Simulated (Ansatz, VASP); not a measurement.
**Hf: VASP beside Ansatz**

Wanted: the spread between two codes on one cell, functional and k mesh. The cell is taken from a series of runs on this material, whose earlier steps may have relaxed, scaled, displaced or heated it; both programs get it as it stands.

Program: Ansatz 0.2.0. Level of theory: plane waves, with VASP 6.6.1 beside it; LDA. Results are calculated unless marked as measured.

### Step 1. The starting structure

The structure is cubic, space group Im-3m (No. 229). Conventional cell: a = 3.394 Å, b = 3.394 Å, c = 3.394 Å, α = 90.00°, β = 90.00°, γ = 90.00°. Nearest to Hf lie 8 Hf at 2.94 Å.

### Step 2. Ansatz: single point, LDA, pair 1

Ansatz runs on norm-conserving files, of PseudoDojo where its log says so.

With cell and atoms fixed, the geometry can't cause a difference; cores, projectors, grids and the points listed under the comparison can.

Contents of input.yaml:

```yaml
crystal:
  lattice:
    - [-1.6971761512, 1.6971761512, 1.6971761512]
    - [1.6971761512, -1.6971761512, 1.6971761512]
    - [1.6971761512, 1.6971761512, -1.6971761512]
  atoms:
    - { symbol: Hf, position: [0.0, 0.0, 0.0] }
kpoints:
  mp_grid: { grid: [16, 16, 16] }
hamiltonian:
  xc: lda
  pseudopotentials: { kind: nc }
scf:
  occupations: { method: methfessel_paxton, width: 0.15 }
output:
  forces: true
  stress: true
  eigenvalues: true
```

Launch:

```bash
$ ansatz run input.yaml --threads 4 --pin off --max-ram 7168MiB --backend cpu --events-out ev --progress --plain --runs-dir out
```

The program printed:

```text
Engine: ansatz 0.2.0, aarch64-unknown-linux-gnu
Pseudopotentials: kind: nc
Pseudopotential: Hf, nc, valence charge 12, recommended cutoff 789.130201 eV (normal), Hf.nc.azcp (PseudoDojo's, or run here from an input of PseudoDojo's: the run reads no file of this project's for it)
Functional definition: SPW92
  exchange = slater_x
  correlation = pw_c
Crystal: 1 atoms, lattice volume = 19.554 Å³
Basis set: ecut = 789.130201 eV, 959 PW (Γ)
Bands: 10, of which v1, the nominal top of the filled ones, is band 6 counted from 1 (5 counted from 0)
Symmetry: 48 space group operations
Space group: Im-3m (ITA 229), of the structure as read, at distance tolerance 2.7e-5 Å
k-points: 145 of 4096
Non-local potential: Hf, projectors of the file, l = 0: 2, l = 1: 2, l = 2: 2, l = 3: 2
Initial density: superposition of atomic densities (chi_scale 0.1, normalization cell)
Initial wavefunctions: pseudopotential atomic-orbital guess
Functional: x = slater, c = lda
SCF iter   1: F=—  HF=-1535.910009 eV  |F-HF|=—  |Δ(HF+E_count)|=         —  Δρ=2.35e-2  dr2=1.36e-1  ethr=3.10e-3  ⟨swp⟩=6.2  Hψ=10663  notcnv=0
preconditioner: auto → none  [metal: Δε(μ)=0.017 eV  Ē_g=6.619 eV  σ=0.150 eV  W_gap=0.10  n_scr=0 (ndim 8)  ℏωp=16.8 eV  f_vac=0.000  D(μ)=1.52/eV (n_scr^D=18)]
SCF iter   2: F=—  HF=-1535.854952 eV  |F-HF|=—  |Δ(HF+E_count)|=   5.51e-2  S|Δr|=    0.00e0  Δρ=7.75e-3  dr2=9.83e-3  ethr=1.13e-3  ⟨swp⟩=2.9  Hψ=3661  notcnv=0  defer=13
SCF iter   3: F=—  HF=-1535.852352 eV  |F-HF|=—  |Δ(HF+E_count)|=   2.60e-3  S|Δr|=    0.00e0  Δρ=2.04e-3  dr2=3.06e-4  ethr=8.19e-5  ⟨swp⟩=2.8  Hψ=2200  notcnv=0  defer=13
SCF iter   4: F=—  HF=-1535.852353 eV  |F-HF|=—  |Δ(HF+E_count)|=   1.65e-6  S|Δr|=    0.00e0  Δρ=1.04e-4  dr2=7.77e-7  ethr=2.55e-6  ⟨swp⟩=2.3  Hψ=2001  notcnv=0  defer=13
SCF iter   5: F=—  HF=-1535.852353 eV  |F-HF|=—  |Δ(HF+E_count)|=   3.47e-8  S|Δr|=    0.00e0  Δρ=1.23e-5  dr2=1.30e-8  ethr=8.33e-10  ⟨swp⟩=11.0  Hψ=10335  notcnv=0
SCF iter   6: F=-1535.852353 eV  HF=-1535.852353 eV  |F-HF|=2.08e-10  |Δ(HF+E_count)|=   3.32e-9  S|Δr|=    0.00e0  Δρ=1.27e-6  dr2=2.77e-10  ethr=1.08e-10  ⟨swp⟩=2.7  Hψ=5015  notcnv=0
SCF 1 converged in 6 iterations: F = -1535.852353 eV  dr2 = 2.77e-10
SCF converged after 6 iterations
Stability not checked: this state was not tested for a lower state beside it, because cold or Methfessel-Paxton smearing, or corrected tetrahedra, fill the levels in a way that the test cannot read (fill_not_monotonic; see scf.lower_state_search)
Free energy (F): -1535.852353 eV
Harris-Foulkes:  -1535.852353 eV  (|F-HF|=2.08e-10)
Internal energy: -1535.851123 eV  (E = F + TS)
E sigma→0 (E₀):  -1535.852046 eV
Entropy (-TS):   -0.001230 eV (-1.230 meV/atom)
Fermi energy:    16.242643 eV
--- Per-component energies (eV) ---
  E_band       = -113.969554
  E_kinetic    = 399.357653
  E_local      = -681.360631  (includes V_loc(G=0)·N_el)
  E_nonlocal   = 69.062560
  E_hartree    = 174.928096
  E_xc         = -386.267576
  E_vxc        = -250.885728  (∫ρ·V_xc dr)
  E_ewald      = -1111.571225
  E_smearing   = -0.001230  (= −TS)
  E_closure    = 0.000000  (closes the sum)
  Σ components = -1535.852353   (vs F -1535.852353, Δ=0.00e0)
--- Forces (eV/Å), atoms counted from 1 ---
  atom   1  Hf     0.00000000    -0.00000000    -0.00000000
  max |Σ_I F_I| component: 1.79e-29 eV/Å
--- Stress (GPa, compression-positive) ---
        3.605071       0.000000      -0.000000
       -0.000000       3.605071       0.000000
        0.000000      -0.000000       3.605071
  P = ⅓ Tr σ = 3.6051 GPa (36.051 kbar)
--- Band table (eV; the first three rows and the last of 145) ---
  k-point 0: bands = ["-44.9202", "-13.0137", "-13.0137", "-13.0137", "8.8203", "17.7875", "17.7875", "17.7875", "20.9948", "20.9948"]
  k-point 1: bands = ["-44.9155", "-13.0674", "-13.0298", "-13.0140", "8.9918", "17.6663", "17.7453", "17.9581", "20.7882", "20.9915"]
  k-point 2: bands = ["-44.9021", "-13.2180", "-13.0754", "-13.0152", "9.4830", "17.3422", "17.5617", "18.4635", "20.4203", "20.9971"]
  k-point 144: bands = ["-44.7040", "-13.8942", "-13.8942", "-13.8942", "13.0465", "13.0465", "24.0366", "24.0366", "24.0366", "24.6714"]
```

The run ends at a pressure of 3.61 GPa.

### Step 3. VASP: single point, LDA, pair 1

The same cell, functional (in two slightly different forms), mesh and smearing now go to VASP, with its own data sets.

Lines of VASP's logs that name or quote its potential files are left out, and so is its time.

Contents of INCAR:

```
SYSTEM = Hf
PREC = Accurate
ENCUT = 500
EDIFF = 1E-06
NELM = 120
ISMEAR = 1
SIGMA = 0.15
LREAL = .FALSE.
ALGO = Normal
GGA = PW92
NBANDS = 11
LASPH = .TRUE.
LORBIT = 11
LWAVE = .FALSE.
LCHARG = .FALSE.
ISIF = 2
GGA_COMPAT = .FALSE.
KPAR = 2
```

Contents of POSCAR:

```
Hf
1.0
   -1.6971761512      1.6971761512      1.6971761512
    1.6971761512     -1.6971761512      1.6971761512
    1.6971761512      1.6971761512     -1.6971761512
Hf
1
Direct
    0.0000000000      0.0000000000      0.0000000000
```

Contents of KPOINTS:

```
Automatic mesh
0
Gamma
16 16 16
0 0 0
```

The projector-augmented-wave data sets are Hf_pv (LDA family, release 64).

Launch:

```bash
$ mpirun -np 2 vasp_std
```

The program printed:

```text
[banner, memory and clock lines left out]
running    2 mpi-ranks, on    1 nodes
 distrk:  each k-point on    1 cores,    2 groups
 distr:  one band on    1 cores,    1 groups

 POSCAR found type information on POSCAR Hf
 POSCAR found :  1 types and       1 ions
|                                                                             |
|               ----> ADVICE to this user running VASP <----                  |
|                                                                             |
|     You enforced a specific xc type in the INCAR file but a different       |
|     [... a line on the potential file left out ...]
|     I HOPE YOU KNOW WHAT YOU ARE DOING!                                     |
|                                                                             |

 LDA part: xc-table for (Slater(with rela. corr.)+PW92), standard interpolation
 POSCAR, INCAR and KPOINTS ok, starting setup
 FFT: planning ... GRIDC
 FFT: planning ... GRID_SOFT
 FFT: planning ... GRID
 WAVECAR not read
 entering main loop
       N       E                     dE             d eps       ncg     rms          rms(c)
DAV:   1     0.113655854173E+02    0.11366E+02   -0.56024E+03  3297   0.826E+02
DAV:   2    -0.104150931313E+02   -0.21781E+02   -0.21064E+02  3944   0.152E+02
DAV:   3    -0.108113664851E+02   -0.39627E+00   -0.38986E+00  3965   0.139E+01
DAV:   4    -0.108125322081E+02   -0.11657E-02   -0.11656E-02  3568   0.916E-01
DAV:   5    -0.108125369363E+02   -0.47282E-05   -0.47277E-05  3919   0.516E-02    0.469E+01
DAV:   6    -0.106015843066E+02    0.21095E+00   -0.16967E-01  3610   0.294E+00    0.274E+01
DAV:   7    -0.105292633076E+02    0.72321E-01   -0.23987E-01  3637   0.336E+00    0.114E+00
DAV:   8    -0.105262670987E+02    0.29962E-02   -0.15051E-02  3553   0.870E-01    0.172E-01
DAV:   9    -0.105262968971E+02   -0.29798E-04   -0.29669E-04  3821   0.122E-01    0.300E-02
DAV:  10    -0.105262977248E+02   -0.82766E-06   -0.14727E-05  3565   0.279E-02    0.162E-02
DAV:  11    -0.105262969817E+02    0.74305E-06   -0.24479E-06  3497   0.115E-02
   1 F= -.10526297E+02 E0= -.10525837E+02  d E =-.138119E-02
```

OUTCAR, selected parts (step 3):

```text
ion  position               nearest neighbor table
   1  0.000  0.000  0.000-

  LATTYP: Found a body centered cubic cell.
 ALAT       =     3.3943523024

 Subroutine GETGRP returns: Found 48 space group operations
 (whereof 48 operations were pure point group operations)

The static configuration has the point symmetry O_h .

 Found    145 irreducible k-points:

   k-points           NKPTS =    145   k-points in BZ     NKDIM =    145   number of bands    NBANDS=     11

   dimension x,y,z NGX =    24 NGY =   24 NGZ =   24
   dimension x,y,z NGXF=    48 NGYF=   48 NGZF=   48

   ENCUT  =  500.0 eV  36.75 Ry    6.06 a.u.   5.36  5.36  5.36*2*pi/ulx,y,z

   NELECT =      10.0000    total number of electrons

 k-points in reciprocal lattice and weights: Automatic mesh
   0.00000000  0.00000000  0.00000000       0.000
   0.06250000  0.00000000  0.00000000       0.003
   0.12500000  0.00000000  0.00000000       0.003
   0.18750000  0.00000000  0.00000000       0.003
   0.25000000  0.00000000  0.00000000       0.003
   0.31250000  0.00000000  0.00000000       0.003
   0.37500000  0.00000000  0.00000000       0.003
   0.43750000  0.00000000  0.00000000       0.003
   0.50000000  0.00000000  0.00000000       0.001
[...]
0.50000000  0.50000000  0.43750000       0.003
   0.50000000  0.50000000  0.50000000       0.000

 average (electrostatic) potential at core
       1 -36.2320

 E-fermi :   5.4141

 k-point     1 :       0.0000    0.0000    0.0000
  band No.  band energies     occupation
      1     -23.7440      2.00000
      2     -23.7440      2.00000
      3     -23.7440      2.00000
      4      -1.9578      2.00000
      5       6.9475     -0.00000
      6       6.9475     -0.00000
      7       6.9475     -0.00000
      8      10.1519      0.00000
      9      10.1519      0.00000
    ...

 k-point     2 :       0.0625    0.0000    0.0000
  band No.  band energies     occupation
      1     -23.7984      2.00000
      2     -23.7602      2.00000
      3     -23.7443      2.00000
      4      -1.7857      2.00000
      5       6.8255     -0.00000
      6       6.9045     -0.00000
      7       7.1172     -0.00000
      8       9.9434      0.00000
      9      10.1474      0.00000
    ...

 k-point     3 :       0.1250    0.0000    0.0000
  band No.  band energies     occupation
      1     -23.9509      2.00000
      2     -23.8062      2.00000
      3     -23.7455      2.00000
      4      -1.2928      2.00000
      5       6.4997     -0.00000
      6       6.7187     -0.00000
      7       7.6201     -0.00000
      8       9.5732      0.00000
      9      10.1501      0.00000
    ...

  Total        0.6371392      0.6371392      0.6371392     -0.0000000     -0.0000000     -0.0000000
  in kB       52.2040467     52.2040467     52.2040467     -0.0000000     -0.0000000     -0.0000000
  external PRESSURE =      52.2040467 kB  Pullay stress =       0.0000000 kB

  energy-cutoff  :      500.00
  volume of cell :       19.55
      direct lattice vectors                 reciprocal lattice vectors
    -1.697176151  1.697176151  1.697176151     0.000000000  0.294607015  0.294607015
     1.697176151 -1.697176151  1.697176151     0.294607015  0.000000000  0.294607015
     1.697176151  1.697176151 -1.697176151     0.294607015  0.294607015  0.000000000

 POSITION                                       TOTAL-FORCE (eV/Angst)
 -----------------------------------------------------------------------------------
      0.00000      0.00000      0.00000         0.000000     -0.000000      0.000000
 -----------------------------------------------------------------------------------
    total drift:                               -0.000000      0.000000      0.000000

  FREE ENERGIE OF THE ION-ELECTRON SYSTEM (eV)
  ---------------------------------------------------
  free  energy   TOTEN  =       -10.5262969817 eV

  energy  without entropy=      -10.5249157869  energy(sigma->0) =      -10.52583658

 total charge
# of ion       s       p       d       tot
------------------------------------------
    1        0.416   6.388   1.828   8.632

[... 3 further parts left out ...]
```

The run ends at a pressure of 5.22 GPa.

### Step 4. Side by side

Known differences besides the potentials themselves: the data sets hold 12 valence electrons in Ansatz (on norm-conserving files, of PseudoDojo where its log says so) and 10 in VASP; the cutoff is 789.13 eV in Ansatz and 500 eV in VASP; VASP's log shows a relativistic correction to its local exchange, Ansatz's none. Total energies have different zeros and are not compared.

Both answers:

```csv
quantity,Ansatz,VASP,difference
pressure (GPa),3.61,5.22,-1.62
```

### Step 5. Other set-ups

Further runs change the set-up of one program: Ansatz's method, potentials or start, or VASP's data sets, cutoff or form of LDA. The table gives that difference for each run.

```csv
run,pressure (GPa)
as above,-1.6
VASP with the data sets Hf_sv and a cutoff of 600 eV,-1.3
```

### Step 6. VASP: single point, LDA, pair 2

With cell and atoms fixed, the geometry can't cause a difference; cores, projectors, grids and the points listed under the comparison can. This pair takes another cell of the material, with 2 atoms against 1 for the pair before.

INCAR: that of step 3 with these lines changed.

```diff
@@ -10,3 +10,3 @@
 GGA = PW92
-NBANDS = 11
+NBANDS = 16
 LASPH = .TRUE.
```

Contents of POSCAR:

```
Hf
1.0
   -1.7144954714      1.7144954714      1.7144954714
    1.7144954714     -1.7144954714      1.7144954714
    3.4289909427      3.4289909427      0.0000000000
Hf
2
Direct
    0.9917514302      0.0082485698      0.0000000000
    0.5082485698      0.4917514302      0.5000000000
```

Contents of KPOINTS:

```
Automatic mesh
0
Gamma
14 14 8
0 0 0
```

Launch:

```bash
$ mpirun -np 2 vasp_std
```

The program printed:

```text
[banner, memory and clock lines left out]
running    2 mpi-ranks, on    1 nodes
[...]
[... a notice as in an earlier step ...]

 LDA part: xc-table for (Slater(with rela. corr.)+PW92), standard interpolation
 POSCAR, INCAR and KPOINTS ok, starting setup
[...]
entering main loop
       N       E                     dE             d eps       ncg     rms          rms(c)
DAV:   1     0.473544086543E+02    0.47354E+02   -0.11109E+04  9128   0.116E+03
DAV:   2    -0.201101002468E+02   -0.67465E+02   -0.65936E+02 12384   0.252E+02
DAV:   3    -0.216758265000E+02   -0.15657E+01   -0.15484E+01 11752   0.264E+01
DAV:   4    -0.216864588288E+02   -0.10632E-01   -0.10629E-01 11416   0.264E+00
[...]
DAV:  10    -0.210857489841E+02   -0.60081E-06   -0.28713E-05 10464   0.399E-02    0.149E-01
DAV:  11    -0.210857470324E+02    0.19517E-05   -0.41096E-06 11392   0.142E-02    0.269E-03
DAV:  12    -0.210857470380E+02   -0.55211E-08   -0.15546E-07  6800   0.304E-03
   1 F= -.21085747E+02 E0= -.21086822E+02  d E =0.322361E-02
```

From OUTCAR (step 6):

```text
  Total        0.3333021      0.3333021      0.3920646     -0.0344668      0.0000000      0.0000000
  in kB       13.2449282     13.2449282     15.5800639     -1.3696574      0.0000000      0.0000000
  external PRESSURE =      14.0233067 kB  Pullay stress =       0.0000000 kB

 POSITION                                       TOTAL-FORCE (eV/Angst)
 -----------------------------------------------------------------------------------
     -1.68621      1.68621      1.71450         0.109086     -0.109086      0.000000
      1.68621      1.74278      1.71450        -0.109086      0.109086      0.000000
 -----------------------------------------------------------------------------------
    total drift:                               -0.000000     -0.000000      0.000000

  FREE ENERGIE OF THE ION-ELECTRON SYSTEM (eV)
  ---------------------------------------------------
  free  energy   TOTEN  =       -21.0857470380 eV

  energy  without entropy=      -21.0889706459  energy(sigma->0) =      -21.08682157

[... 3 further parts left out ...]
[key lines of the parts left out:]
E-fermi :   5.1818
```

The run ends at a pressure of 1.40 GPa, with forces up to 0.15 eV/Å.

### Step 7. Ansatz: single point, LDA, pair 2

The same cell, functional (in two slightly different forms), mesh and smearing now go to Ansatz, which takes its cutoff from its data sets.

The cell is taken from a series of runs on this material, whose earlier steps may have relaxed, scaled, displaced or heated it; both programs get it as it stands.

input.yaml, the sections that differ from step 2:

```yaml
crystal:
  lattice:
    - [-1.7144954714, 1.7144954714, 1.7144954714]
    - [1.7144954714, -1.7144954714, 1.7144954714]
    - [3.4289909427, 3.4289909427, 0.0]
  atoms:
    - { symbol: Hf, position: [-0.0082485698, 0.0082485698, 0.0] }
    - { symbol: Hf, position: [0.5082485698, 0.4917514302, 0.5] }
kpoints:
  mp_grid: { grid: [14, 14, 8] }
# hamiltonian, scf, output: as in step 2
```

Launch:

```bash
$ ansatz run input.yaml --threads 4 --pin off --max-ram 7168MiB --backend cpu --events-out ev --progress --plain --runs-dir out
```

The program printed:

```text
[...]
Crystal: 2 atoms, lattice volume = 40.318 Å³
Basis set: ecut = 789.130201 eV, 1983 PW (Γ)
Bands: 16, of which v1, the nominal top of the filled ones, is band 12 counted from 1 (11 counted from 0)
Symmetry: 8 space group operations
[...]
k-points: 285 of 1568
[...]
--- Band table (eV; the first three rows and the last of 285) ---
  k-point 0: bands = [... 8 lower, 8.3595, 11.9789, 14.9605, 17.2121, 17.2340, 17.2345, 17.3171, 20.1944]
  k-point 1: bands = [... 8 lower, 8.5244, 11.9479, 15.0258, 16.9837, 17.0955, 17.1910, 17.3996, 20.1209]
  k-point 2: bands = [... 8 lower, 8.9983, 11.7778, 15.2182, 16.3832, 16.7837, 17.0086, 17.8880, 19.7591]
  k-point 284: bands = [... 8 lower, 13.3949, 13.3949, 14.4149, 14.4149, 17.4682, 17.4682, 17.8811, 17.8811]
[key lines of the parts left out:]
SCF converged after 5 iterations
Free energy (F): -3071.726021 eV
Fermi energy:    15.683456 eV
P = ⅓ Tr σ = -0.0491 GPa (-0.491 kbar)
```

The run ends at a pressure of -0.05 GPa, with forces up to 0.16 eV/Å.

### Step 8. Side by side

What differs besides the data sets and the points named for the pairs above, as far as they apply: the data sets hold 24 valence electrons in Ansatz (on norm-conserving files, of PseudoDojo where its log says so) and 20 in VASP. Total energies have different zeros and are not compared.

The two programs side by side:

```csv
quantity,Ansatz,VASP,difference
pressure (GPa),-0.05,1.40,-1.45
```

Forces (eV/Å; atoms numbered as in POSCAR):

```csv
atom,"Ansatz x, y, z","VASP x, y, z"
Hf1,"0.114, -0.114, 0.000","0.109, -0.109, 0.000"
Hf2,"-0.114, 0.114, 0.000","-0.109, 0.109, 0.000"
```

The forces differ by 3.7 meV/Å r.m.s., which is 4.1 % of the r.m.s. force of 0.089 eV/Å (both taken over all components).

(Part 1 of 2 ends here.)

[Lines on the potential files, build, host, timing and source positions are cut from VASP's logs without a mark.]

[Logs are printed without paths, hosts, clocks, repeated set-up lines and the standing remarks that a program may print on its own settings, such as how far it seeks lower states.]

[Hosts, paths, dates, database ids (printed as entryN), source tags and the programs' standing remarks are cut or masked in the printed files.]
